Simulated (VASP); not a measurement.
Runs of VASP 6.6.1 on C. Symmetry: P6_3/mmc, No. 194, hexagonal system. Conventional cell: a = 2.461 Å, b = 2.461 Å, c = 9.391 Å, α = 90.00°, β = 90.00°, γ = 120.00°. C (site symmetry -6m2) is surrounded by 3 C at 1.42 Å. Around C (site symmetry -6m2) lie 3 C at 1.42 Å. The cell was built by a generator and needn't be a form met in nature.

| level | potentials or basis | gap on the mesh (eV) | pressure (GPa) |
| --- | --- | --- | --- |
| PBEsol | VASP PAW PBE potentials, release 64 (C) | 1.17 | -0.1 |
| SCAN+rVV10 | VASP PAW PBE potentials, release 64 (C) | 1.24 | -2.3 |
| SCAN | VASP PAW PBE potentials, release 64 (C) | 1.24 | -2.1 |
| vdW-DF | VASP PAW PBE potentials, release 64 (C) | 1.16 | 3.7 |
| optB88-vdW | VASP PAW PBE potentials, release 64 (C) | 1.16 | (c) |
| optB86b-vdW | VASP PAW PBE potentials, release 64 (C) | 1.16 | 1.1 |
| LDA | VASP PAW LDA potentials, release 64 (C) | 1.16 | (b) |
| r2SCAN+rVV10 | VASP PAW PBE potentials, release 64 (C) | 1.24 | (a) |

Alike in all rows: task single point; no spin polarisation; cell as given; k mesh 16 × 16 × 4; cutoff (eV) 520; smearing fermi-dirac 0.05 eV.

**Question.** Estimate the missing entries.

**Answer.** (a) -1.2; (b) -3.5; (c) 0.7.

Caveats: the PAW data sets were made with another functional, which shifts forces and pressure a little (some runs); this functional lacks dispersion, which binds the layers, so the pressure and a relaxed spacing across them are unreliable (some runs).

A k mesh can miss the band edges.

Runs at the PBE level aren't shown here.
